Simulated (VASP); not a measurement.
VASP input:

File POSCAR:
```
BaZrO3
1
    4.1480005009     0.0000000000     0.0000000000
    0.0000000000     4.1480005009     0.0000000000
    0.0000000000     0.0000000000     4.1480005009
Ba Zr O
1 1 3
Direct
  0.0000000000   0.0000000000   0.0000000000
  0.5000000000   0.5000000000   0.5000000000
  0.5000000000   0.0000000000   0.5000000000
  0.0000000000   0.5000000000   0.5000000000
  0.5000000000   0.5000000000   0.0000000000
```

INCAR:
```
SYSTEM = BaZrO3
PREC = Accurate
ENCUT = 520
EDIFF = 1E-7
NELM = 100
ALGO = Normal
LREAL = .FALSE.
LASPH = .TRUE.
ISMEAR = 0
SIGMA = 0.05
GGA = 91
LMAXMIX = 4
LWAVE = .FALSE.
LCHARG = .FALSE.
ISIF = 2
```

KPOINTS:
```
Automatic
0
Gamma
  5 5 5
0 0 0
```

POTCAR, in this order: Ba_sv Zr_sv O (PBE.64 set). Program: vasp_std.

Task: Translate this PW91 calculation to Quantum ESPRESSO's pw.x.

Result: One equivalent input (not run):
```
&CONTROL
  calculation = 'scf'
  pseudo_dir = './pseudo'
  outdir = './out'
  tprnfor = .true.
  tstress = .true.
/
&SYSTEM
  ibrav = 0
  nat = 5
  ntyp = 3
  ecutwfc = 84
  occupations = 'smearing'
  smearing = 'gaussian'
  degauss = 0.003675
  input_dft = 'pw91'
/
&ELECTRONS
  conv_thr = 7.3e-09
  electron_maxstep = 100
/
ATOMIC_SPECIES
  Ba 137.327 Ba.upf
  Zr 91.224 Zr.upf
  O 15.999 O.upf
CELL_PARAMETERS angstrom
     4.1480005    0.0000000    0.0000000
     0.0000000    4.1480005    0.0000000
     0.0000000    0.0000000    4.1480005
ATOMIC_POSITIONS crystal
  Ba   0.0000000  0.0000000  0.0000000
  Zr   0.5000000  0.5000000  0.5000000
  O    0.5000000  0.0000000  0.5000000
  O    0.0000000  0.5000000  0.5000000
  O    0.5000000  0.5000000  0.0000000
K_POINTS automatic
  5 5 5 0 0 0
```
Limits of the translation: the potentials are each code's own (VASP's PAW set, PseudoDojo norm-conserving files in pw.x), so ENCUT and ecutwfc are chosen apart and not converted; conv_thr bounds pw.x's estimated SCF error, while EDIFF bounds the energy change between steps.

The compound is BaZrO3 in the cubic perovskite structure. This cell is one point of a volume scan, at 0.94 of the reference volume.
